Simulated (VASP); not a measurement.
VASP input:

KPOINTS:
```
Automatic mesh
0
Gamma
7 7 7
0 0 0
```

File POSCAR:
```
CsCl
1
    3.6890906589     0.0000000000     0.0000000000
    0.0000000000     3.6890906589     0.0000000000
    0.0000000000     0.0000000000     3.6890906589
Cs Cl
1 1
Direct
  0.0000000000   0.0000000000   0.0000000000
  0.5000000000   0.5000000000   0.5000000000
```

### INCAR
```
! general
SYSTEM   =  CsCl
PREC     =  Accurate
ENCUT    =  500
LREAL    =  .False.
LASPH    =  .True.

! electronic loop
EDIFF    =  1E-6
NELM     =  100
ALGO     =  Normal
LMAXMIX  =  4

! smearing
ISMEAR   =  0
SIGMA    =  0.05

! ions
IBRION   =  2
NSW      =  40
ISIF     =  3
EDIFFG   =  -0.02
PSTRESS  =  200

! output
LWAVE    =  .False.
LCHARG   =  .False.
```

POTCAR, in this order: Cs_sv Cl (LDA.64 set). Program: vasp_std.

Problem. Translate this LDA calculation to Ansatz.

Solution. One equivalent input (not run):
Ansatz 0.2 input:
```yaml
crystal:
  lattice:
    - [3.6890907, 0.0000000, 0.0000000]
    - [0.0000000, 3.6890907, 0.0000000]
    - [0.0000000, 0.0000000, 3.6890907]
  atoms:
    - { symbol: Cs, position: [0.0000000, 0.0000000, 0.0000000] }
    - { symbol: Cl, position: [0.5000000, 0.5000000, 0.5000000] }
kpoints:
  mp_grid: { grid: [7, 7, 7] }
hamiltonian:
  xc: lda
  pseudopotentials: { kind: paw }
scf:
  occupations: { method: gaussian, width: 0.05 }
  max_iter: 100
relax:
  max_steps: 40
  f_tol: 0.02
  cell: { p_target: 20 }
output: { forces: true, stress: true, eigenvalues: true }
```
Limits of the translation: each code has its own PAW files, so the cut-off isn't converted (ENCUT is set for VASP's; basis.ecutwfc is left out, and Ansatz then takes the one that its files recommend); Ansatz stops its SCF on the density residual and VASP on the energy change (EDIFF); Ansatz's lda is the Perdew-Wang form, while the LDA potentials of VASP carry Perdew-Zunger's.

The compound is CsCl in the CsCl type structure. This run relaxes it under an external pressure of 20 GPa. Symmetry was kept, so distortions that lower it aren't found.
